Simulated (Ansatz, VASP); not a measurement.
**CuC (graphene on Cu(111), 2 layers of the sheet) in two plane-wave programs**

Wanted: the spread between two codes on one cell, functional and k mesh. The cell is taken from a series of runs on this material, whose earlier steps may have relaxed, scaled, displaced or heated it; both programs get it as it stands.

Method: plane waves, with VASP 6.6.1 beside it; single point at PBE with D3(BJ), in Ansatz 0.2.0.

## Step 1: The starting structure

The cell holds 64 atoms: 32 Cu and 32 C. Cell: a = 8.895 Å, b = 4.934 Å, c = 27.896 Å, α = 90.0°, β = 90.0°, γ = 73.9°. 2 layer(s) of graphene at its own lattice constant on a slab of Cu(111) strained in the plane by up to 4.0 % to a common cell of 42 A^2; gaps of 3.25, 3.35 A as starting values, lowest layers held; (so at first; earlier steps may have moved the atoms), displaced by a Gaussian of 0.01 A. Lattice constants are starting values near those of PBE. Vacuum lies along c.

## Step 2: Ansatz: single point, PBE with D3(BJ)

Ansatz runs on its default PAW (the set named soft_2) files.

With cell and atoms fixed, the geometry can't cause a difference; cores, projectors, grids and the points listed under the comparison can.

input.yaml reads:

```yaml
crystal:
  lattice:
    - [8.89489, 0.0, 0.0]
    - [1.36845, 4.74043, 0.0]
    - [0.0, 0.0, 27.896]
  atoms:
    - { symbol: Cu, position: [0.66869, 0.66538, 0.26867] }
    - { symbol: Cu, position: [0.74851, 0.87683, 0.34326] }
    - { symbol: Cu, position: [0.83531, 0.58316, 0.41847] }
    - { symbol: Cu, position: [0.66939, 0.6656, 0.49364] }
    - { symbol: Cu, position: [0.41643, 0.54086, 0.26926] }
    - { symbol: Cu, position: [0.49882, 0.74964, 0.34377] }
    - { symbol: Cu, position: [0.58518, 0.45762, 0.41864] }
    - { symbol: Cu, position: [0.41947, 0.5405, 0.49385] }
    - { symbol: Cu, position: [0.6679, 0.16522, 0.26881] }
    - { symbol: Cu, position: [0.74903, 0.37443, 0.34428] }
    - { symbol: Cu, position: [0.83527, 0.08246, 0.41862] }
    - { symbol: Cu, position: [0.66932, 0.16542, 0.4937] }
    - { symbol: Cu, position: [0.16533, 0.41716, 0.26945] }
    - { symbol: Cu, position: [0.2509, 0.6246, 0.34377] }
    - { symbol: Cu, position: [0.33545, 0.33254, 0.41863] }
    - { symbol: Cu, position: [0.16939, 0.41563, 0.49395] }
    - { symbol: Cu, position: [0.4166, 0.04297, 0.26896] }
    - { symbol: Cu, position: [0.49997, 0.24759, 0.34396] }
    - { symbol: Cu, position: [0.58551, 0.95725, 0.41845] }
    - { symbol: Cu, position: [0.41953, 0.0405, 0.49372] }
    - { symbol: Cu, position: [0.91541, 0.29431, 0.26904] }
    - { symbol: Cu, position: [0.99951, 0.50103, 0.34406] }
    - { symbol: Cu, position: [0.08519, 0.20818, 0.41899] }
    - { symbol: Cu, position: [0.91909, 0.29065, 0.49383] }
    - { symbol: Cu, position: [0.16656, 0.91851, 0.26897] }
    - { symbol: Cu, position: [0.24783, 0.12435, 0.34438] }
    - { symbol: Cu, position: [0.33543, 0.83259, 0.41873] }
    - { symbol: Cu, position: [0.16939, 0.91559, 0.49397] }
    - { symbol: Cu, position: [0.91685, 0.79192, 0.26862] }
    - { symbol: Cu, position: [0.00038, 0.00026, 0.34449] }
    - { symbol: Cu, position: [0.08578, 0.70753, 0.41871] }
    - { symbol: Cu, position: [0.91929, 0.79053, 0.49372] }
    - { symbol: C, position: [0.99839, 0.00615, 0.64454] }
    - { symbol: C, position: [0.16479, 0.92315, 0.64455] }
    - { symbol: C, position: [0.99839, 0.50614, 0.64454] }
    - { symbol: C, position: [0.16478, 0.42315, 0.64456] }
    - { symbol: C, position: [0.24838, 0.13113, 0.64457] }
    - { symbol: C, position: [0.41477, 0.04822, 0.64453] }
    - { symbol: C, position: [0.24839, 0.63111, 0.64457] }
    - { symbol: C, position: [0.41477, 0.54823, 0.64454] }
    - { symbol: C, position: [0.4984, 0.25617, 0.64453] }
    - { symbol: C, position: [0.66479, 0.17317, 0.64448] }
    - { symbol: C, position: [0.4984, 0.75617, 0.64453] }
    - { symbol: C, position: [0.66478, 0.6732, 0.64449] }
    - { symbol: C, position: [0.74836, 0.38112, 0.6445] }
    - { symbol: C, position: [0.91478, 0.29823, 0.64451] }
    - { symbol: C, position: [0.74838, 0.8811, 0.6445] }
    - { symbol: C, position: [0.91477, 0.79823, 0.64451] }
    - { symbol: C, position: [0.0855, 0.20284, 0.7669] }
    - { symbol: C, position: [0.91909, 0.28576, 0.76688] }
    - { symbol: C, position: [0.08552, 0.70281, 0.7669] }
    - { symbol: C, position: [0.9191, 0.78576, 0.76688] }
    - { symbol: C, position: [0.33552, 0.32789, 0.76689] }
    - { symbol: C, position: [0.16909, 0.4107, 0.76689] }
    - { symbol: C, position: [0.33549, 0.8279, 0.76689] }
    - { symbol: C, position: [0.16906, 0.91072, 0.76689] }
    - { symbol: C, position: [0.58551, 0.45281, 0.76688] }
    - { symbol: C, position: [0.41908, 0.53577, 0.76688] }
    - { symbol: C, position: [0.5855, 0.95282, 0.76688] }
    - { symbol: C, position: [0.41907, 0.03575, 0.76688] }
    - { symbol: C, position: [0.83548, 0.57789, 0.76688] }
    - { symbol: C, position: [0.66907, 0.6607, 0.76687] }
    - { symbol: C, position: [0.83549, 0.07787, 0.76689] }
    - { symbol: C, position: [0.66906, 0.16069, 0.76686] }
kpoints:
  mp_grid: { grid: [2, 4, 1] }
hamiltonian:
  xc: pbe
  dispersion: d3bj
scf:
  occupations: { method: fermi_dirac, width: 0.1 }
output:
  forces: true
  eigenvalues: true
```

Launch:

```
ansatz run input.yaml --threads 6 --pin off --max-ram 102400MiB --backend cuda --events-out ev --progress --plain --runs-dir out
```

Numbers of over 12 decimals in the logs are rounded to 6 here.

Log:

```text
Engine: ansatz 0.2.0, x86_64-unknown-linux-gnu
Pseudopotentials: kind: paw
Pseudopotential: Cu, paw, valence charge 19, recommended cutoff 420 eV (normal), Cu.paw.azcp
Pseudopotential: C, paw, valence charge 4, recommended cutoff 420 eV (normal), C.paw.azcp
Functional definition: PBE
  parameter kappa = 0.804
  parameter beta = 0.066725
  exchange = pbe_x(kappa = kappa, mu = beta*pi^2/3)
  correlation = pbe_c(beta = beta)
device memory: the entry about to start is reckoned to put 28.4 GiB on a device that reports 72.3 GiB free
GPU FFT provider: cuFFT
GPU libraries: cuBLAS 13.8.2, cuFFT 12.4.0, cuSOLVER 12.3.4
Crystal: 64 atoms, lattice volume = 1176.252 Å³
Basis set: ecut = 420 eV, 22997 PW (Γ), exchange–correlation on 120×72×384 points (8 copies of the dense FFT grid, shifted against one another)
Bands: 442, of which v1, the nominal top of the filled ones, is band 368 counted from 1 (367 counted from 0)
Symmetry: 1 space group operations
Space group: P1 (ITA 1), of the structure as read, at distance tolerance 1.1e-4 Å
k-points: 6 of 8 (time reversal used)
Non-local potential: Cu, projectors of the file, l = 0: 3, l = 1: 2, l = 2: 3, l = 3: 1
Non-local potential: C, projectors of the file, l = 0: 2, l = 1: 2, l = 2: 1
PAW form: soft (Blöchl's): semilocal exchange-correlation on the pseudo side does not see the compensation charge
PAW one-centre angular grid: Cu, 590 points (default); XC on 64 Gauss nodes
PAW one-centre angular grid: C, 110 points (default); XC on 64 Gauss nodes
Initial density: superposition of atomic densities (neutral atoms: chi_scale 0, normalization atom), corrected by the library's trained network
Initial wavefunctions: pseudopotential atomic-orbital guess
GPU buffer pool allocated for 414720 grid points (all kernels)
GPU transforms: local potential and band sums: pruned to the plane-wave sphere, on 60×36×192
Functional: x = pbe(κ = 0.804, μ = 0.219515), c = pbe(β = 0.066725)
SCF iter   1: F=—  HF=-220047.224269 eV  |F-HF|=—  |Δ(HF+E_count)|=         —  Δρ=3.16e-3  dr2=7.82e-1  ethr=1.77e-3  ⟨swp⟩=6.8  Hψ=10698  notcnv=0  defer=117
preconditioner: auto → LDOS  [metal: Δε(μ)=0.063 eV  Ē_g=9.727 eV  σ=0.100 eV  W_gap=0.15  n_scr=312 (ndim 8)  ℏωp=23.7 eV  f_vac=0.451  D(μ)=11.66/eV (n_scr^D=32)  β→1.0]
SCF iter   2: F=—  HF=-220047.278522 eV  |F-HF|=—  |Δ(HF+E_count)|=   5.43e-2  Δρ=3.91e-3  dr2=1.04e0  ethr=1.06e-4  ⟨swp⟩=2.0  Hψ=4508  notcnv=0  defer=281
SCF iter   3: F=—  HF=-220047.208118 eV  |F-HF|=—  |Δ(HF+E_count)|=   7.04e-2  Δρ=3.23e-3  dr2=8.04e-2  ethr=1.06e-4  ⟨swp⟩=2.2  Hψ=4287  notcnv=0  defer=252
SCF iter   4: F=—  HF=-220047.212751 eV  |F-HF|=—  |Δ(HF+E_count)|=   4.63e-3  Δρ=2.66e-3  dr2=6.96e-2  ethr=1.09e-5  ⟨swp⟩=2.0  Hψ=4333  notcnv=0  defer=252
SCF iter   5: F=—  HF=-220047.208179 eV  |F-HF|=—  |Δ(HF+E_count)|=   4.57e-3  Δρ=6.70e-4  dr2=9.66e-3  ethr=9.45e-6  ⟨swp⟩=2.0  Hψ=3423  notcnv=0  defer=252
SCF iter   6: F=—  HF=-220047.194004 eV  |F-HF|=—  |Δ(HF+E_count)|=   1.42e-2  Δρ=2.34e-4  dr2=1.89e-3  ethr=1.31e-6  ⟨swp⟩=2.0  Hψ=3807  notcnv=0  defer=249
SCF iter   7: F=—  HF=-220047.199251 eV  |F-HF|=—  |Δ(HF+E_count)|=   5.25e-3  Δρ=7.60e-5  dr2=1.24e-4  ethr=2.57e-7  ⟨swp⟩=2.2  Hψ=3678  notcnv=0  defer=249
SCF iter   8: F=—  HF=-220047.193765 eV  |F-HF|=—  |Δ(HF+E_count)|=   5.49e-3  Δρ=2.96e-5  dr2=9.11e-6  ethr=1.68e-8  ⟨swp⟩=2.2  Hψ=3710  notcnv=0  defer=249
SCF iter   9: F=—  HF=-220047.201329 eV  |F-HF|=—  |Δ(HF+E_count)|=   7.56e-3  Δρ=1.07e-5  dr2=1.64e-6  ethr=1.24e-9  ⟨swp⟩=3.0  Hψ=4200  notcnv=0  defer=249
SCF iter  10: F=—  HF=-220047.201329 eV  |F-HF|=—  |Δ(HF+E_count)|=   6.30e-7  Δρ=4.20e-6  dr2=2.35e-7  ethr=2.22e-10  ⟨swp⟩=2.0  Hψ=3562  notcnv=0  defer=249
SCF iter  11: F=-220047.201330 eV  HF=-220047.201330 eV  |F-HF|=5.21e-8  |Δ(HF+E_count)|=   3.34e-7  Δρ=2.10e-6  dr2=5.56e-8  ethr=1.36e-11  ⟨swp⟩=16.5  Hψ=13578  notcnv=0
SCF 1 converged in 11 iterations: F = -220047.201330 eV  dr2 = 5.56e-8
  greatest PAW one-centre occupation: 1.000 electrons in one spin orbital (limit 2), on the Cu atom at site 16 (counted from 0), in its partial waves of l = 0
SCF converged after 11 iterations
Free energy (F): -220047.201330 eV
Harris-Foulkes:  -220047.201330 eV  (|F-HF|=5.21e-8)
Internal energy: -220046.834134 eV  (E = F + TS)
E sigma→0 (E₀):  -220047.017732 eV
Entropy (-TS):   -0.367196 eV (-5.737 meV/atom)
Fermi energy:    4.954578 eV
--- Per-component energies (eV) ---
  E_band       = -19208.440859
  E_kinetic    = 12521.526496
  E_local      = -1691803.052059  (includes V_loc(G=0)·N_el)
  E_nonlocal   = 13349.428686
  E_hartree    = 833498.711958
  E_xc         = -4402.897882
  E_vxc        = -5601.040087  (∫ρ·V_xc dr)
  E_paw        = -56389.450604  (= ΣΔE_a)
  E_vpaw       = -14672.883261  (= ΣTr[D̂ρ^β])
  E_aug_tail   = 0.009611  (compensation charges beyond the density's cutoff)
  E_ewald      = 673198.370478
[...]
k-point 2: bands = [... 364 lower, 4.0894, 4.0911, 4.4741, 4.4775, 5.4298, 5.4381, 5.7010, 5.7048, ... 70 higher]
  k-point 5: bands = [... 364 lower, 4.0916, 4.0921, 4.4761, 4.4785, 5.4337, 5.4362, 5.6986, 5.7050, ... 70 higher]
```

In the SCF lines HF is the Harris–Foulkes energy and dr2 the Hartree energy of the density residual, in eV; the loop may stop once dr2 is under the threshold and the program's other checks hold. Hψ counts applications of the Hamiltonian.

## Step 3: VASP: single point, PBE with D3(BJ)

The same cell, functional, mesh and smearing now go to VASP, with its own data sets.

Lines of VASP's logs that name or quote its potential files are left out, and so is its time.

INCAR reads:

```
SYSTEM = CuC
PREC = Accurate
ENCUT = 520
EDIFF = 1E-06
NELM = 120
ISMEAR = -1
SIGMA = 0.1
LREAL = Auto
ALGO = Normal
GGA = PE
IVDW = 12
NBANDS = 288
LASPH = .TRUE.
LORBIT = 11
LWAVE = .FALSE.
LCHARG = .FALSE.
ISIF = 2
GGA_COMPAT = .FALSE.
KPAR = 4
```

POSCAR reads:

```
CuC
1.0
    8.8948900000      0.0000000000      0.0000000000
    1.3684500000      4.7404300000      0.0000000000
    0.0000000000      0.0000000000     27.8960000000
Cu C
32 32
Direct
    0.6686900000      0.6653800000      0.2686700000
    0.7485100000      0.8768300000      0.3432600000
    0.8353100000      0.5831600000      0.4184700000
    0.6693900000      0.6656000000      0.4936400000
    0.4164300000      0.5408600000      0.2692600000
    0.4988200000      0.7496400000      0.3437700000
    0.5851800000      0.4576200000      0.4186400000
    0.4194700000      0.5405000000      0.4938500000
    0.6679000000      0.1652200000      0.2688100000
    0.7490300000      0.3744300000      0.3442800000
    0.8352700000      0.0824600000      0.4186200000
    0.6693200000      0.1654200000      0.4937000000
    0.1653300000      0.4171600000      0.2694500000
    0.2509000000      0.6246000000      0.3437700000
    0.3354500000      0.3325400000      0.4186300000
    0.1693900000      0.4156300000      0.4939500000
    0.4166000000      0.0429700000      0.2689600000
    0.4999700000      0.2475900000      0.3439600000
    0.5855100000      0.9572500000      0.4184500000
    0.4195300000      0.0405000000      0.4937200000
    0.9154100000      0.2943100000      0.2690400000
    0.9995100000      0.5010300000      0.3440600000
    0.0851900000      0.2081800000      0.4189900000
    0.9190900000      0.2906500000      0.4938300000
    0.1665600000      0.9185100000      0.2689700000
    0.2478300000      0.1243500000      0.3443800000
    0.3354300000      0.8325900000      0.4187300000
    0.1693900000      0.9155900000      0.4939700000
    0.9168500000      0.7919200000      0.2686200000
    0.0003800000      0.0002600000      0.3444900000
    0.0857800000      0.7075300000      0.4187100000
    0.9192900000      0.7905300000      0.4937200000
    0.9983900000      0.0061500000      0.6445400000
    0.1647900000      0.9231500000      0.6445500000
    0.9983900000      0.5061400000      0.6445400000
    0.1647800000      0.4231500000      0.6445600000
    0.2483800000      0.1311300000      0.6445700000
    0.4147700000      0.0482200000      0.6445300000
    0.2483900000      0.6311100000      0.6445700000
    0.4147700000      0.5482300000      0.6445400000
    0.4984000000      0.2561700000      0.6445300000
    0.6647900000      0.1731700000      0.6444800000
    0.4984000000      0.7561700000      0.6445300000
    0.6647800000      0.6732000000      0.6444900000
    0.7483600000      0.3811200000      0.6445000000
    0.9147800000      0.2982300000      0.6445100000
    0.7483800000      0.8811000000      0.6445000000
    0.9147700000      0.7982300000      0.6445100000
    0.0855000000      0.2028400000      0.7669000000
    0.9190900000      0.2857600000      0.7668800000
    0.0855200000      0.7028100000      0.7669000000
    0.9191000000      0.7857600000      0.7668800000
    0.3355200000      0.3278900000      0.7668900000
    0.1690900000      0.4107000000      0.7668900000
    0.3354900000      0.8279000000      0.7668900000
    0.1690600000      0.9107200000      0.7668900000
    0.5855100000      0.4528100000      0.7668800000
    0.4190800000      0.5357700000      0.7668800000
    0.5855000000      0.9528200000      0.7668800000
    0.4190700000      0.0357500000      0.7668800000
    0.8354800000      0.5778900000      0.7668800000
    0.6690700000      0.6607000000      0.7668700000
    0.8354900000      0.0778700000      0.7668900000
    0.6690600000      0.1606900000      0.7668600000
```

KPOINTS reads:

```
Automatic mesh
0
Gamma
2 4 1
0 0 0
```

PAW data sets: Cu and C (PBE family, release 64).

Launch:

```
mpirun -np 8 vasp_std
```

Log:

```text
[banner, memory and clock lines left out]
running    8 mpi-ranks, on    1 nodes
[...]
|                                                                             |
|           W    W    AA    RRRRR   N    N  II  N    N   GGGG   !!!           |
|           W    W   A  A   R    R  NN   N  II  NN   N  G    G  !!!           |
|           W    W  A    A  R    R  N N  N  II  N N  N  G       !!!           |
|           W WW W  AAAAAA  RRRRR   N  N N  II  N  N N  G  GGG   !            |
|           WW  WW  A    A  R   R   N   NN  II  N   NN  G    G                |
|           W    W  A    A  R    R  N    N  II  N    N   GGGG   !!!           |
|                                                                             |
|     For optimal performance we recommend to set                             |
|       NCORE = 2 up to number-of-cores-per-socket                            |
|     NCORE specifies how many cores store one orbital (NPAR=cpu/NCORE).      |
|     This setting can greatly improve the performance of VASP for DFT.       |
[...]
|                                                                             |
|        The reciprocal lattice is base centered orthorhombic,                |
|        whereas your k-lattice is simple monoclinic.                         |
|                                                                             |
|     Results are often still useful ...                                      |
|                                                                             |

 POSCAR, INCAR and KPOINTS ok, starting setup
[...]
entering main loop
       N       E                     dE             d eps       ncg     rms          rms(c)
DAV:   1     0.585645075922E+04    0.58565E+04   -0.19951E+05  3456   0.210E+03
DAV:   2     0.117076620002E+04   -0.46857E+04   -0.44256E+04  3456   0.535E+02
DAV:   3    -0.171028103575E+03   -0.13418E+04   -0.11628E+04  4112   0.293E+02
DAV:   4    -0.449356579595E+03   -0.27833E+03   -0.26165E+03  5384   0.140E+02
[...]
DAV:  37    -0.406567379214E+03   -0.21480E-05   -0.19446E-07  2032   0.279E-03    0.709E-04
DAV:  38    -0.406567380678E+03   -0.14641E-05   -0.14654E-07  2088   0.230E-03    0.470E-04
DAV:  39    -0.406567381523E+03   -0.84436E-06   -0.13631E-07  2056   0.176E-03
   1 F= -.42605363E+03 E0= -.42587059E+03  d E =-.366077E+00
```

From OUTCAR (step 3):

```text
 Edisp (eV)  -19.48625

  Total       8.80318    11.49601    -2.01632     1.17198     0.02687     0.12826
  in kB      11.99086    15.65876    -2.74644     1.59636     0.03660     0.17471
  external pressure =        8.30 kB  Pullay stress =        0.00 kB

 POSITION                                       TOTAL-FORCE (eV/Angst)
 -----------------------------------------------------------------------------------
      6.85846      3.15419      7.49482        -0.202109      0.045819     -0.041590
      7.85781      4.15655      9.57558         0.089632     -0.129160      0.168626
      8.22802      2.76443     11.67364        -0.000574     -0.001376     -0.028534
      6.86499      3.15523     13.77058        -0.002625     -0.003502      0.111972
      4.44424      2.56391      7.51128         0.058164      0.041931     -0.114208
      5.46279      3.55362      9.58981         0.068339     -0.022894      0.067587
      5.83134      2.16932     11.67838        -0.000046     -0.000152     -0.028929
      4.47079      2.56220     13.77644        -0.007042      0.000973      0.106547
      6.16699      0.78321      7.49872        -0.089689      0.078771     -0.080037
      7.17493      1.77496      9.60403         0.055058      0.056636      0.000514
      7.54248      0.39090     11.67782         0.002360      0.000663     -0.025237
      6.17990      0.78416     13.77226         0.000036      0.002926      0.111108
      2.04145      1.97752      7.51658         0.080212      0.015804     -0.100403
      3.08646      2.96087      9.58981        -0.110460     -0.043865      0.114586
[...]
-----------------------------------------------------------------------------------
    total drift:                               -0.024857      0.068115      0.049496

  FREE ENERGIE OF THE ION-ELECTRON SYSTEM (eV)
  ---------------------------------------------------
  free  energy   TOTEN  =      -426.0536277657 eV

  energy  without entropy=     -425.6875503823  energy(sigma->0) =     -425.87058907

[... 1 further part left out ...]
```

Dispersion corrections of this kind ignore metallic screening and tend to overbind metals.

## Step 4: Differences

Known differences besides the potentials themselves: the data sets hold 736 valence electrons in Ansatz (on its default PAW (the set named soft_2) files) and 480 in VASP; the cutoff is 420 eV in Ansatz and 520 eV in VASP (PREC = Accurate, projectors in real space). Total energies have different zeros and are not compared.

Forces on 9 of the 64 atoms, those with the largest forces and the largest differences (eV/Å; atoms numbered as in POSCAR):

```
atom          Ansatz x, y, z            VASP x, y, z
 Cu1   -0.202, 0.047, -0.026   -0.202, 0.046, -0.042
 Cu2    0.090, -0.128, 0.173    0.090, -0.129, 0.169
 Cu5    0.058, 0.043, -0.096    0.058, 0.042, -0.114
 Cu9   -0.090, 0.080, -0.064   -0.090, 0.079, -0.080
Cu13    0.080, 0.017, -0.083    0.080, 0.016, -0.100
Cu14   -0.110, -0.043, 0.119   -0.110, -0.044, 0.115
Cu21   0.074, -0.132, -0.015   0.074, -0.134, -0.031
Cu25  -0.041, -0.046, -0.027  -0.041, -0.047, -0.044
Cu26     0.168, 0.047, 0.013     0.168, 0.045, 0.012
```

The forces differ by 5.0 meV/Å r.m.s., which is 10.2 % of the r.m.s. force of 0.049 eV/Å (both taken over all components). With vacuum in the cell, a pressure given here is an average over mostly empty space and none of the material.

## Step 5: Results

| Quantity | Value |
| --- | --- |
| r.m.s. force difference (single point, PBE with D3(BJ)) | 5.0 meV/Å |

The r.m.s. force difference is 5.0 meV/Å (single point, PBE with D3(BJ)), within the 12 meV/Å picked in this series as the mark of a large difference. The data sets hold unlike numbers of valence electrons (736 in Ansatz and 480 in VASP), so part of the differences comes from the potentials. Such differences can come from data sets, numerical settings and the points named under the comparisons, not from the functional's error against experiment.

[Lines on the potential files, build, host, timing and source positions are cut from VASP's logs without a mark.]

[Logs are printed without paths, hosts, clocks, repeated set-up lines and the standing remarks that a program may print on its own settings, such as how far it seeks lower states.]

[Hosts, paths, dates, database ids (printed as entryN), source tags and the programs' standing remarks are cut or masked in the printed files.]
